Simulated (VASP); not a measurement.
```
CeO2
1.0
    0.00000     2.67813     2.67813
    2.67813     0.00000     2.67813
    2.67813     2.67813     0.00000
Ce O
1 2
Cartesian
  0.00000   0.00000   0.00000
  1.33907   1.33907   1.33907
  4.01720   4.01720   4.01720
```

Computed with PW91 GGA, VASP's PBE PAW potentials (set 64) (plane waves; VASP). Run with 520 eV cut-off, 7×7×7 Γ-centred mesh, Gaussian smearing of 0.050 eV, potentials Ce O.

### Question
Give the stress tensor in GPa (positive for a compressed cell).

### Answer

```
12.10   0.00   0.00
 0.00  12.10   0.00
 0.00   0.00  12.10
```
The pressure is its mean diagonal, 12.10 GPa.

The compound is CeO2 in the fluorite structure. This cell is one point of a volume scan, at 0.94 of the reference volume. The run is not spin-polarised, so no magnetic state was tried.
